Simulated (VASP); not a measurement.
```
NiSi2
1.0
    0.00000     2.70500     2.70500
    2.70500     0.00000     2.70500
    2.70500     2.70500     0.00000
Si Ni
2 1
Cartesian
  1.35250   1.35250   1.35250
  4.05750   4.05750   4.05750
  0.00000   0.00000   0.00000
```

Method: PBE GGA, VASP's PBE PAW potentials (set 64) (plane waves; VASP). Settings: 400 eV cut-off, 3×3×3 Monkhorst-Pack mesh, first-order Methfessel-Paxton smearing of 0.10 eV, potentials Si Ni.

Gaps are read on the run's mesh, which can miss a band edge.

Estimate the energy per atom (σ→0), band gap (on the k-mesh) with the smallest direct gap where there is one.

* **band gap (on the k-mesh)**: none (metal, semimetal or under 0.01 eV)
* **energy per atom (σ→0)**: -5.681 eV/atom

Total energies compare only between runs with the same potentials, cut-off and functional.

The compound is NiSi2 in the fluorite structure. The cell was not relaxed at this level. The k-mesh is coarse (spacing up to 0.67 per Å, 2π included), so the numbers may not be converged in it. The run is one of a series of settings (KPOINTS 3×3×3 Monkhorst-Pack mesh against the base run), some of them coarse on purpose. The run is not spin-polarised, so no magnetic state was tried.
